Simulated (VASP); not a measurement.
Consider the following.

```
MoS2
1.0
    3.16000     0.00000     0.00000
   -1.58000     2.73664     0.00000
    0.00000     0.00000    12.30000
Mo S
2 4
Direct
  0.66667   0.33333   0.75000
  0.33333   0.66667   0.25000
  0.66667   0.33333   0.37900
  0.33333   0.66667   0.87900
  0.33333   0.66667   0.62100
  0.66667   0.33333   0.12100
```

Level of theory: PBE GGA with D3 dispersion (Becke-Johnson damping), VASP's PBE PAW potentials (set 64) (plane waves; VASP). Numerical set-up: 480 eV cut-off, 9×9×2 Γ-centred mesh, Gaussian smearing of 0.050 eV, potentials Mo_sv S.

Energy and stress use the plane-wave basis of the starting cell.

Q: The ions, cell shape and volume are relaxed. Give the cell that the relaxation ends in.

A: 
```
MoS2
1.0
    3.14848     0.00000     0.00000
   -1.57424     2.72666     0.00000
    0.00000     0.00000    12.07739
Mo S
2 4
Cartesian
  1.57424   0.90889   9.05804
  0.00000   1.81778   3.01935
  1.57424   0.90889   4.58462
  0.00000   1.81778  10.62332
  0.00000   1.81778   7.49276
  1.57424   0.90889   1.45407
```
Space group P6_3/mmc (194), at a tolerance of 0.03 Å.

Q: How do energy and volume change from the first to the last step?

A: The energy (σ→0) changes by -4.8 meV/atom and the volume by -2.5 %, in 13 ionic steps.

The compound is MoS2 in the 2H layered structure. This run relaxes it. Symmetry was kept, so distortions that lower it aren't found.
